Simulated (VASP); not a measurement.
# Ta2SiO3 (Amm2) in VASP: single point with r2SCAN

Aim: the single point of Ta2SiO3 with r2SCAN.

Everything below comes from runs of VASP 6.6.1. Logs are shortened: lines on timing, memory, paths and dates and some standing lists are left out, and cuts for length are marked.

## Step 1: Starting point

It takes space group Amm2 (No. 38, orthorhombic). The conventional cell has a = 3.034 Å, b = 6.766 Å, c = 8.283 Å, α = 90.00°, β = 90.00°, γ = 90.00°. Around Ta (site symmetry mm2) lie 4 O at 2.11 to 2.14 Å. Around Ta (site symmetry mm2) lie 5 O at 2.03 to 2.10 Å. Si (site symmetry mm2) has 3 Ta at 2.53 to 2.64 Å as nearest neighbours. O (site symmetry m) is surrounded by 3 Ta at 2.03 to 2.11 Å. O (site symmetry mm2) has 3 Ta at 2.10 to 2.14 Å as nearest neighbours.

The cell was built by a generator and needn't be a form met in nature.

## Step 2: Single point, r2SCAN

INCAR

```
SYSTEM = Ta2SiO3
PREC     = Accurate       ! precision mode
ENCUT    = 520            ! plane-wave cutoff, eV
EDIFF    = 1E-6           ! SCF threshold, eV
ISMEAR   = 0              ! smearing method
SIGMA    = 0.1            ! smearing width, eV
LREAL    = .False.        ! projectors in reciprocal space
LASPH    = .True.         ! aspherical terms in the spheres
NELM     = 150            ! most SCF steps
ALGO     = Normal         ! electronic algorithm
ISIF     = 2              ! what is computed and relaxed
LWAVE    = .False.        ! write WAVECAR
LCHARG   = .False.        ! write CHGCAR
METAGGA  = R2SCAN         ! meta-GGA
LMIXTAU  = .True.       
KPAR     = 2
```

KPOINTS

```
regular mesh
0
Gamma
  10 6 6
  0 0 0
```

POSCAR

```
Ta2SiO3
1.0
    3.0344800000      0.0000000000      0.0000000000
    0.0000000000      3.3828500000      4.1412800000
    0.0000000000     -3.3828500000      4.1412800000
Ta Si O
2 1 3
Direct
    0.5000000000      0.4712140000      0.4712140000
    0.0000000000      0.0349720000      0.0349720000
    0.0000000000      0.7160520000      0.7160520000
    0.5000000000      0.7958320000      0.1737880000
    0.5000000000      0.1737880000      0.7958320000
    0.0000000000      0.2884220000      0.2884220000
```

Potentials or basis: VASP PAW PBE potentials, release 64 (Ta_pv, Si, O).

Launch:

```
$ cat potpaw_PBE.64/Ta_pv/POTCAR potpaw_PBE.64/Si/POTCAR potpaw_PBE.64/O/POTCAR > POTCAR
$ mpirun -np 2 vasp_std > vasp.out
```

OUTCAR:

```text
SYSTEM = Ta2SiO3
   PREC = Accurate
   ENCUT = 520
   EDIFF = 1E-6
   ISMEAR = 0
   LREAL = .False.
   LASPH = .True.
   NELM = 150
   ISIF = 2
   METAGGA = R2SCAN

 ion  position               nearest neighbor table
   1  0.500  0.471  0.471-   4 2.11   5 2.11   6 2.14   6 2.14   3 2.53   3 2.53
   2  0.000  0.035  0.035-   4 2.03   5 2.03   4 2.03   5 2.03   6 2.10   3 2.64
   3  0.000  0.716  0.716-   1 2.53   1 2.53   2 2.64
   4  0.500  0.796  0.174-   2 2.03   2 2.03   1 2.11
   5  0.500  0.174  0.796-   2 2.03   2 2.03   1 2.11
   6  0.000  0.288  0.288-   2 2.10   1 2.14   1 2.14

  LATTYP: Found a base centered orthorhombic cell.
 ALAT       =     6.7657000000
 B/A-ratio  =     1.2241985308
 C/A-ratio  =     0.4485093930

  Lattice vectors:

 A1 = (   0.0000000000,   3.3828500000,  -4.1412800000)
 A2 = (   0.0000000000,   3.3828500000,   4.1412800000)
 A3 = (   3.0344800000,   0.0000000000,   0.0000000000)

Analysis of symmetry for initial positions (statically):
=====================================================================
 Subroutine PRICEL returns:
 Original cell was already a primitive cell.

 Routine SETGRP: Setting up the symmetry group for a
 base centered orthorhombic supercell.

 Subroutine GETGRP returns: Found  4 space group operations
 (whereof  4 operations were pure point group operations)
 out of a pool of  8 trial point group operations.

The static configuration has the point symmetry C_2v.

Analysis of symmetry for dynamics (positions and initial velocities):
=====================================================================
 Subroutine PRICEL returns:
 Original cell was already a primitive cell.

 Routine SETGRP: Setting up the symmetry group for a
 base centered orthorhombic supercell.

 Subroutine GETGRP returns: Found  4 space group operations
 (whereof  4 operations were pure point group operations)
 out of a pool of  8 trial point group operations.

The dynamic configuration has the point symmetry C_2v.

 Subroutine INISYM returns: Found  4 space group operations
 (whereof  4 operations are pure point group operations),
 and found     1 'primitive' translations

----------------------------------------------------------------------------------------

                                     Primitive cell

  volume of cell :      85.0221

  direct lattice vectors                    reciprocal lattice vectors
     3.034480000  0.000000000  0.000000000     0.329545754  0.000000000  0.000000000
     0.000000000  3.382850000  4.141280000     0.000000000  0.147804366  0.120735618
     0.000000000 -3.382850000  4.141280000     0.000000000 -0.147804366  0.120735618

  length of vectors
     3.034480000  5.347324019  5.347324019     0.329545754  0.190848684  0.190848684

  position of ions in fractional coordinates (direct lattice)
     0.500000000  0.471214000  0.471214000
     0.000000000  0.034972000  0.034972000
     0.000000000  0.716052000  0.716052000
     0.500000000  0.795832000  0.173788000
     0.500000000  0.173788000  0.795832000
     0.000000000  0.288422000  0.288422000

  ion indices of the primitive-cell ions
   primitive index   ion index
                 1           1
                 2           2
                 3           3
                 4           4
                 5           5
                 6           6

----------------------------------------------------------------------------------------

 KPOINTS: regular mesh

Automatic generation of k-mesh.
 Grid dimensions read from file:
 generate k-points for:   10    6    6

 Generating k-lattice:

  Cartesian coordinates                     Fractional coordinates (reciprocal lattice)
     0.032954575  0.000000000  0.000000000     0.100000000  0.000000000  0.000000000
     0.000000000  0.024634061  0.020122603     0.000000000  0.166666667  0.000000000
     0.000000000 -0.024634061  0.020122603     0.000000000  0.000000000  0.166666667

  Length of vectors
     0.032954575  0.031808114  0.031808114

  Shift w.r.t. Gamma in fractional coordinates (k-lattice)
     0.000000000  0.000000000  0.000000000

 Subroutine IBZKPT returns following result:
 ===========================================

 Found     78 irreducible k-points:

 Following reciprocal coordinates:
            Coordinates               Weight
  0.000000  0.000000  0.000000      1.000000
  0.100000  0.000000  0.000000      2.000000
  0.200000  0.000000  0.000000      2.000000
  0.300000  0.000000  0.000000      2.000000
  0.400000  0.000000  0.000000      2.000000
  0.500000  0.000000  0.000000      1.000000
[... 16 lines left out ...]
  0.400000  0.500000 -0.000000      4.000000
  0.500000  0.500000 -0.000000      2.000000
 [... further k-points ...]
   k-points           NKPTS =     78   k-points in BZ     NKDIM =     78   number of bands    NBANDS=     26
   number of dos      NEDOS =    301   number of ions     NIONS =      6
   total plane-waves  NPLWV =  38400
   dimension x,y,z NGX =    24 NGY =   40 NGZ =   40
   dimension x,y,z NGXF=    48 NGYF=   80 NGZF=   80
   ions per type =               2   1   3
   NGX,Y,Z   is equivalent  to a cutoff of  13.15, 12.44, 12.44 a.u.
   NGXF,Y,Z  is equivalent  to a cutoff of  26.30, 24.87, 24.87 a.u.
 SYSTEM =  Ta2SiO3
   PREC   = accura    normal or accurate (medium, high low for compatibility)
   ISTART =      0    job   : 0-new  1-cont  2-samecut
   ICHARG =      2    charge: 1-file 2-atom 10-const
   ISPIN  =      1    spin polarized calculation?
   LNONCOLLINEAR =      F non collinear calculations
   LSORBIT =      F    spin-orbit coupling
   LASPH  =      T    aspherical Exc in radial PAW
   ENCUT  =  520.0 eV  38.22 Ry    6.18 a.u.   5.64  9.94  9.94*2*pi/ulx,y,z
   NELM   =    150;   NELMIN=  2; NELMDL= -5     # of ELM steps
   EDIFF  = 0.1E-05   stopping-criterion for ELM
   LREAL  =      F    real-space projection
   EDIFFG = 0.1E-04   stopping-criterion for IOM
   NSW    =      0    number of steps for IOM
   IBRION =     -1    ionic relax: 0-MD 1-quasi-New 2-CG
   NFREE  =      0    steps in history (QN), initial steepest desc. (CG)
   ISIF   =      2    stress and relaxation
   ISYM   =      2    0-nonsym 1-usesym 2-fastsym
   POTIM  = 0.5000    time-step for ionic-motion
   TEBEG  =    0.0;   TEEND  =   0.0 temperature during run
   PSTRESS=    0.0 pullay stress
   NELECT =      44.0000    total number of electrons
   NUPDOWN=      -1.0000    fix difference up-down
   EMIN   =  10.00;   EMAX   =-10.00  energy-range for DOS
   EFERMI =   0.00;   METHOD = LEGACY
   ISMEAR =     0;   SIGMA  =   0.10  broadening in eV -4-tet -1-fermi 0-gaus
   EFERMI_NEDOS =   21; number of points for ismear=-14 and -15
   IALGO  =     38    algorithm
   IMIX   =      4    mixing-type and parameters
     AMIX     =   0.40;   BMIX     =  1.00
     AMIX_MAG =   1.60;   BMIX_MAG =  1.00
  volume/ion in A,a.u.               =      14.17        95.63
  Fermi-wavevector in a.u.,A,eV,Ry     =   1.314363  2.483785 23.504731  1.727549
  Thomas-Fermi vector in A             =   2.444621
   LORBIT       =      0    0 simple, 1 ext, 2 COOP (PROOUT), +10 PAW based schemes
   METAGGA = R2SCAN    functional components
   LHFCALC =     F    Hartree Fock is set to
   AEXX    =    0.0000 exact exchange contribution
   IVDW    =     0    specifies the selected vdW correction
   LEPSILON=     F    determine dielectric tensor
   LRPA    =     F    only Hartree local field effects (RPA)
 non-spin polarized calculation
 Gauss-broadening in eV      SIGMA  =   0.10
  energy-cutoff  :      520.00
  volume of cell :       85.02
 maximum number of plane-waves:      2318
 NGX is ok and might be reduce to    24
   NGX = 11   NGY = 19   NGZ = 19

 number of electron      44.0000003 magnetization

 Free energy of the ion-electron system (eV)
  ---------------------------------------------------
  ext. energy  EPLUGINS =         0.00000000
  ---------------------------------------------------
  free energy    TOTEN  =      -134.37021601 eV

  energy without entropy =     -134.36143459  energy(sigma->0) =     -134.36582530

 E-fermi :   5.4009     XC(G=0): -11.6223

 val. band max:        5.3686092269   @ k =   0.2000   0.5000   0.5000
 cond. band min:       5.4027819179   @ k =   0.0000  -0.1667   0.1667
 fundamental gap:      0.0341726910
 Fermi energy:         5.4008939980

 k-point     1 :       0.0000    0.0000    0.0000
  band No.  band energies     occupation
      1     -32.6843      2.00000
      2     -32.3948      2.00000
      3     -32.3508      2.00000
      4     -31.5785      2.00000
      5     -31.1965      2.00000
      6     -30.9235      2.00000
[... 18 lines left out ...]
     25       6.9310      0.00000
     26       7.5150      0.00000

 k-point     2 :       0.1000    0.0000    0.0000
  band No.  band energies     occupation
      1     -32.6697      2.00000
      2     -32.4643      2.00000
      3     -32.3428      2.00000
      4     -31.5748      2.00000
      5     -31.1882      2.00000
      6     -30.9756      2.00000
[... 18 lines left out ...]
     25       7.0568      0.00000
     26       7.3738      0.00000

 k-point     3 :       0.2000    0.0000    0.0000
  band No.  band energies     occupation
      1     -32.6364      2.00000
      2     -32.6308      2.00000
      3     -32.3275      2.00000
      4     -31.5650      2.00000
      5     -31.1692      2.00000
      6     -31.1068      2.00000
[... 572 lines left out ...]
 k-point    23 :       0.4000    0.5000   -0.0000
  band No.  band energies     occupation
      1     -33.0032      2.00000
      2     -32.5417      2.00000
      3     -32.2957      2.00000
      4     -31.5402      2.00000
      5     -31.4031      2.00000
      6     -31.1120      2.00000
[... 18 lines left out ...]
     25       7.2727      0.00000
     26       7.7866      0.00000

 k-point    24 :       0.5000    0.5000   -0.0000
  band No.  band energies     occupation
      1     -33.0630      2.00000
      2     -32.5271      2.00000
      3     -32.2902      2.00000
      4     -31.5353      2.00000
      5     -31.4511      2.00000
      6     -31.1033      2.00000
[... 18 lines left out ...]
     25       7.5884      0.00000
     26       7.7453      0.00000

 [... further k-points ...]

------------------------ aborting loop because EDIFF is reached ----------------------------------------

  FORCE on cell =-STRESS in cart. coord.  units (eV):
  Direction    XX          YY          ZZ          XY          YZ          ZX
  --------------------------------------------------------------------------------------
  -------------------------------------------------------------------------------------
  Total       -1.9942604     -1.9191598     -1.9407883      0.0000000      0.0000000      0.0000000
  in kB      -37.5803512    -36.1651367    -36.5727103      0.0000000      0.0000000      0.0000000
  external PRESSURE =     -36.7727327 kB  Pullay stress =       0.0000000 kB

 VOLUME and BASIS-vectors are now :
 -----------------------------------------------------------------------------
  energy-cutoff  :      520.00
  volume of cell :       85.02
      direct lattice vectors                 reciprocal lattice vectors
     3.034480000  0.000000000  0.000000000     0.329545754  0.000000000  0.000000000
     0.000000000  3.382850000  4.141280000     0.000000000  0.147804366  0.120735618
     0.000000000 -3.382850000  4.141280000     0.000000000 -0.147804366  0.120735618

 POSITION                                       TOTAL-FORCE (eV/Angst)
 -----------------------------------------------------------------------------------
      1.51724      0.00000      3.90286         0.000000      0.000000      0.175525
      0.00000      0.00000      0.28966         0.000000      0.000000     -0.356351
      0.00000      0.00000      5.93074         0.000000      0.000000     -0.136775
      1.51724      2.10428      4.01547         0.000000      0.288790      0.186002
      1.51724     -2.10428      4.01547         0.000000     -0.288790      0.186002
      0.00000      0.00000      2.38887         0.000000      0.000000     -0.054402
 -----------------------------------------------------------------------------------
    total drift:                                0.000000     -0.000000     -0.001031

  FREE ENERGIE OF THE ION-ELECTRON SYSTEM (eV)
  ---------------------------------------------------
  free  energy   TOTEN  =      -134.3702160061 eV

  energy  without entropy=     -134.3614345882  energy(sigma->0) =     -134.36582530
```

It took 4.2 min on 2 MPI ranks of Intel Xeon Platinum 8488C (Sapphire Rapids), shared host; peak memory 0.3 GiB.

Results:

| Property | Result |
| --- | --- |
| Free energy | -134.3702 eV |
| Pressure | -3.7 GPa |
| Largest force | 0.356 eV/Å |
| Band gap on the k mesh | none (metal or under the smearing width) |

Forces on the atoms (eV/Å):
```
Ta   0.000  0.000  0.176
Ta   0.000  0.000 -0.356
Si   0.000  0.000 -0.137
O    0.000  0.289  0.186
O    0.000 -0.289  0.186
O    0.000  0.000 -0.054
```

Levels at points of the mesh, in eV from the Fermi level:
```
           k point  band 18  band 19  band 20  band 21  band 22  band 23  band 24  band 25  band 26
(0.00, 0.00, 0.00)    -5.22    -4.15    -1.49    -0.60    -0.11     0.12     1.18     1.53     2.11
(0.50, 0.00, 0.00)    -5.03    -4.69    -2.83    -2.17    -1.42     1.37     1.49     2.17     2.22
(0.00, 0.50, 0.00)    -5.25    -4.63    -2.93    -0.79     0.20     0.51     1.25     1.77     2.39
(0.50, 0.50, 0.00)    -5.17    -4.75    -2.62    -1.57    -0.27     0.22     0.86     2.19     2.34
(0.00, 0.50, 0.50)    -4.93    -4.87    -1.79    -1.14    -1.10    -0.04     1.80     1.85     2.13
(0.50, 0.50, 0.50)    -5.08    -4.91    -2.09    -1.87     0.20     1.14     1.28     1.46     2.29
```

Caveat: the PAW data sets were made with another functional, which shifts forces and pressure a little. Spin-orbit coupling is left out, which matters for the levels of Ta.
